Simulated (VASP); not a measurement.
# SiO (Pm-3m) in VASP: equation of state, part 2 of 2

VASP 6.6.1.

### 3 Equation of state, PBE, 10.62 Å³/atom (volume scaled by 0.96)

File INCAR:

```
PREC = Accurate
ENCUT = 520
EDIFF = 1E-7
ISMEAR = -1
SIGMA = 0.05
LREAL = False
LASPH = True
NELM = 60
ALGO = Normal
ISIF = 2
LWAVE = False
LCHARG = False
GGA = PE
NBANDS = 12
```

File KPOINTS:

```
regular mesh
0
Gamma
  9 9 9
```

File POSCAR:

```
SiO
1.0
    2.7690333225      0.0000000000      0.0000000000
    0.0000000000      2.7690333225      0.0000000000
    0.0000000000      0.0000000000      2.7690333225
Si O
1 1
Direct
    0.0000000000      0.0000000000      0.0000000000
    0.5000000000      0.5000000000      0.5000000000
```

Potentials or basis: VASP PAW PBE potentials, release 64 (Si, O).

Command:

```
$ cat potpaw_PBE.64/Si/POTCAR potpaw_PBE.64/O/POTCAR > POTCAR
$ mpirun -np 1 vasp_std > vasp.out
```

OUTCAR:

```text
PREC = Accurate
   ENCUT = 520
   EDIFF = 1E-7
   ISMEAR = -1
   LREAL = False
   LASPH = True
   NELM = 60
   ISIF = 2
   GGA = PE

 Found     35 irreducible k-points:

 Following reciprocal coordinates:
            Coordinates               Weight
  0.000000  0.000000  0.000000      1.000000
  0.111111  0.000000  0.000000      6.000000
  0.222222  0.000000  0.000000      6.000000
  0.333333  0.000000  0.000000      6.000000
  0.444444  0.000000  0.000000      6.000000
  0.111111  0.111111  0.000000     12.000000
   k-points           NKPTS =     35   k-points in BZ     NKDIM =     35   number of bands    NBANDS=     12
   number of dos      NEDOS =    301   number of ions     NIONS =      2
   total plane-waves  NPLWV =  13824
   dimension x,y,z NGX =    24 NGY =   24 NGZ =   24
   dimension x,y,z NGXF=    48 NGYF=   48 NGZF=   48
   ions per type =               1   1
   NGX,Y,Z   is equivalent  to a cutoff of  14.41, 14.41, 14.41 a.u.
   NGXF,Y,Z  is equivalent  to a cutoff of  28.82, 28.82, 28.82 a.u.
 SYSTEM =  unknown system
   PREC   = accura    normal or accurate (medium, high low for compatibility)
   ISTART =      0    job   : 0-new  1-cont  2-samecut
   ICHARG =      2    charge: 1-file 2-atom 10-const
   ISPIN  =      1    spin polarized calculation?
   LNONCOLLINEAR =      F non collinear calculations
[... 71 lines left out ...]
      8      17.1286      0.00000
      9      17.1286      0.00000
     10      17.1286      0.00000
     11      28.1172      0.00000
     12      28.1172      0.00000
[... 61 lines left out ...]
 k-point     6 :       0.1111    0.1111    0.0000
  band No.  band energies     occupation
      1     -11.3812      2.00000
      2       0.9838      2.00000
      3       4.4980      2.00000
      4       5.3464      2.00000
      5       6.1703      2.00000
      6      13.9190      0.00000
      7      14.0305      0.00000
      8      16.8881      0.00000
      9      17.2174      0.00000
     10      19.1562      0.00000
     11      26.3046      0.00000
     12      26.7506      0.00000

 [... further k-points ...]

------------------------ aborting loop because EDIFF is reached ----------------------------------------

  FORCE on cell =-STRESS in cart. coord.  units (eV):
  Direction    XX          YY          ZZ          XY          YZ          ZX
  --------------------------------------------------------------------------------------
  -------------------------------------------------------------------------------------
  Total        0.7689311      0.7689311      0.7689311     -0.0000000     -0.0000000     -0.0000000
  in kB       58.0247718     58.0247718     58.0247718     -0.0000000     -0.0000000     -0.0000000
  external PRESSURE =      58.0247718 kB  Pullay stress =       0.0000000 kB

 VOLUME and BASIS-vectors are now :
 -----------------------------------------------------------------------------
  energy-cutoff  :      520.00
  volume of cell :       21.23
      direct lattice vectors                 reciprocal lattice vectors
     2.769033322  0.000000000  0.000000000     0.361136860  0.000000000  0.000000000
     0.000000000  2.769033322  0.000000000     0.000000000  0.361136860  0.000000000
     0.000000000  0.000000000  2.769033322     0.000000000  0.000000000  0.361136860

 POSITION                                       TOTAL-FORCE (eV/Angst)
 -----------------------------------------------------------------------------------
      0.00000      0.00000      0.00000         0.000000      0.000000      0.000000
      1.38452      1.38452      1.38452         0.000000      0.000000      0.000000
 -----------------------------------------------------------------------------------
    total drift:                                0.000000     -0.000000     -0.000000

  FREE ENERGIE OF THE ION-ELECTRON SYSTEM (eV)
  ---------------------------------------------------
  free  energy   TOTEN  =       -10.3742061552 eV

  energy  without entropy=      -10.3711987787  energy(sigma->0) =      -10.37270247
```

OSZICAR:

```text
N       E                     dE             d eps       ncg     rms          rms(c)
DAV:   1     0.194059427406E+02    0.19406E+02   -0.52772E+03   880   0.735E+02
DAV:   2    -0.105649006885E+02   -0.29971E+02   -0.28471E+02  1048   0.145E+02
DAV:   3    -0.115545727980E+02   -0.98967E+00   -0.98763E+00  1032   0.224E+01
DAV:   4    -0.115572874590E+02   -0.27147E-02   -0.27145E-02   928   0.147E+00
DAV:   5    -0.115572964872E+02   -0.90282E-05   -0.90286E-05  1000   0.820E-02    0.685E+00
DAV:   6    -0.105564428509E+02    0.10009E+01   -0.12073E+01   848   0.186E+01    0.395E+00
DAV:   7    -0.103861606240E+02    0.17028E+00   -0.12174E+00   844   0.578E+00    0.125E+00
DAV:   8    -0.103773704316E+02    0.87902E-02   -0.12768E-01   896   0.219E+00    0.343E-01
DAV:   9    -0.103741483610E+02    0.32221E-02   -0.16208E-02   900   0.584E-01    0.841E-02
DAV:  10    -0.103742013391E+02   -0.52978E-04   -0.30802E-04   984   0.134E-01    0.298E-02
DAV:  11    -0.103742059172E+02   -0.45780E-05   -0.28138E-05   952   0.358E-02    0.564E-03
DAV:  12    -0.103742065095E+02   -0.59230E-06   -0.58485E-06   948   0.134E-02    0.361E-03
DAV:  13    -0.103742061777E+02    0.33180E-06   -0.77052E-07   836   0.483E-03    0.491E-04
DAV:  14    -0.103742061552E+02    0.22431E-07   -0.33903E-08   464   0.147E-03
   1 F= -.10374206E+02 E0= -.10372702E+02  d E =-.300738E-02
```

stdout:

```text
POSCAR found type information on POSCAR SiO
 POSCAR found :  2 types and       2 ions
 scaLAPACK will be used
 LDA part: xc-table for (Slater+PW92), standard interpolation
 POSCAR, INCAR and KPOINTS ok, starting setup
 FFT: planning ... GRIDC
 FFT: planning ... GRID_SOFT
 FFT: planning ... GRID
 WAVECAR not read
 entering main loop
```

It took 4.5 s on 1 thread of Intel Xeon Platinum 8488C (Sapphire Rapids), shared host; peak memory 0.13 GiB.

Results:

```
Free energy            : -10.3742 eV
Pressure               : 5.8 GPa
Band gap on the k mesh : none (metal or under the smearing width)
```

### 4 Equation of state, PBE, 10.84 Å³/atom (volume scaled by 0.98)

File INCAR:

```
SYSTEM = SiO
PREC = Accurate
ENCUT = 520
EDIFF = 1E-7
ISMEAR = -1
SIGMA = 0.05
LREAL = .FALSE.
LASPH = .TRUE.
NELM = 60
ALGO = Normal
ISIF = 2
LWAVE = .FALSE.
LCHARG = .FALSE.
GGA = PE
NBANDS = 12
```

File KPOINTS:

```
regular mesh
0
G
  9 9 9
  0 0 0
```

File POSCAR:

```
SiO
1.0
    2.7881307075      0.0000000000      0.0000000000
    0.0000000000      2.7881307075      0.0000000000
    0.0000000000      0.0000000000      2.7881307075
Si O
1 1
Direct
    0.0000000000      0.0000000000      0.0000000000
    0.5000000000      0.5000000000      0.5000000000
```

Command:

```
$ cat potpaw_PBE.64/Si/POTCAR potpaw_PBE.64/O/POTCAR > POTCAR
$ mpirun -np 1 vasp_std > vasp.out
```

Run time: 4.4 s. Hardware: 1 thread of Intel Xeon Platinum 8488C (Sapphire Rapids), shared host; peak memory 0.13 GiB.

It converged, with:

* Free energy: -10.3865 eV
* Pressure: 2.8 GPa
* Band gap on the k mesh: none (metal or under the smearing width)

### 5 Equation of state, PBE, 11.28 Å³/atom (volume scaled by 1.02)

INCAR is that of step 4.

KPOINTS is that of step 4.

File POSCAR:

```
SiO
1.0
    2.8255597471      0.0000000000      0.0000000000
    0.0000000000      2.8255597471      0.0000000000
    0.0000000000      0.0000000000      2.8255597471
Si O
1 1
Direct
    0.0000000000      0.0000000000      0.0000000000
    0.5000000000      0.5000000000      0.5000000000
```

Command:

```
$ cat potpaw_PBE.64/Si/POTCAR potpaw_PBE.64/O/POTCAR > POTCAR
$ mpirun -np 1 vasp_std > vasp.out
```

Run time: 4.5 s. Hardware: 1 thread of Intel Xeon Platinum 8488C (Sapphire Rapids), shared host; peak memory 0.13 GiB.

The run converged. Its results:

```
Free energy            : -10.3882 eV
Pressure               : -2.4 GPa
Band gap on the k mesh : none (metal or under the smearing width)
```

### 6 Equation of state, PBE, 11.50 Å³/atom (volume scaled by 1.04)

File INCAR:

```
PREC     = Accurate       # precision mode
ENCUT    = 520            # plane-wave cutoff, eV
EDIFF    = 1E-7           # SCF threshold, eV
ISMEAR   = -1             # smearing method
SIGMA    = 0.05           # smearing width, eV
LREAL    = False          # projectors in reciprocal space
LASPH    = True           # aspherical terms in the spheres
NELM     = 80             # most SCF steps
ALGO     = Normal         # electronic algorithm
ISIF     = 2              # what is computed and relaxed
LWAVE    = False          # write WAVECAR
LCHARG   = False          # write CHGCAR
GGA      = PE             # functional
NBANDS   = 12             # bands
```

File KPOINTS:

```
Automatic mesh
0
Gamma
  9 9 9
```

File POSCAR:

```
SiO
1.0
    2.8439080517      0.0000000000      0.0000000000
    0.0000000000      2.8439080517      0.0000000000
    0.0000000000      0.0000000000      2.8439080517
Si O
1 1
Direct
    0.0000000000      0.0000000000      0.0000000000
    0.5000000000      0.5000000000      0.5000000000
```

Potentials or basis: VASP PAW PBE potentials, release 64 (Si, O).

Command:

```
$ cat potpaw_PBE.64/Si/POTCAR potpaw_PBE.64/O/POTCAR > POTCAR
$ mpirun -np 1 vasp_std > vasp.out
```

Wall time 4.5 s (1 thread of Intel Xeon Platinum 8488C (Sapphire Rapids), shared host); peak memory 0.13 GiB.

Results (log left out):

```yaml
Free_energy: -10.3788 eV
Pressure: -4.7 GPa
Band_gap_on_the_k_mesh: none (metal or under the smearing width)
```

### 7 Equation of state, PBE, 11.72 Å³/atom (volume scaled by 1.06)

File INCAR:

```
SYSTEM = SiO
PREC = Accurate
ENCUT = 520
EDIFF = 1E-7
ISMEAR = -1
SIGMA = 0.05
LREAL = .FALSE.
LASPH = .TRUE.
NELM = 100
ALGO = Normal
ISIF = 2
LWAVE = .FALSE.
LCHARG = .FALSE.
GGA = PE
NBANDS = 12
```

File KPOINTS:

```
Automatic mesh
0
G
  9 9 9
  0 0 0
```

File POSCAR:

```
SiO
1.0
    2.8620226042      0.0000000000      0.0000000000
    0.0000000000      2.8620226042      0.0000000000
    0.0000000000      0.0000000000      2.8620226042
Si O
1 1
Direct
    0.0000000000      0.0000000000      0.0000000000
    0.5000000000      0.5000000000      0.5000000000
```

Command:

```
$ cat potpaw_PBE.64/Si/POTCAR potpaw_PBE.64/O/POTCAR > POTCAR
$ mpirun -np 1 vasp_std > vasp.out
```

Run time: 4.5 s. Hardware: 1 thread of Intel Xeon Platinum 8488C (Sapphire Rapids), shared host; peak memory 0.13 GiB.

The run converged. Its results:

* Free energy: -10.3636 eV
* Pressure: -6.7 GPa
* Band gap on the k mesh: none (metal or under the smearing width)

### 8 Equation of state, PBE

Potentials or basis: VASP PAW PBE potentials, release 64 (Si, O).

This step only gathers the single runs of the series.

What came out:

```yaml
Equilibrium_volume: 11.08 Å³/atom
Bulk_modulus: 129 GPa
Pressure_derivative_of_the_bulk_modulus: 3.6
```

Energy against volume, from the lowest point:
```csv
volume (Å³/atom),energy (meV/atom)
10.395,18.84
10.616,8.38
10.837,2.23
11.058,0.00
11.279,1.40
11.500,6.07
11.722,13.70
```
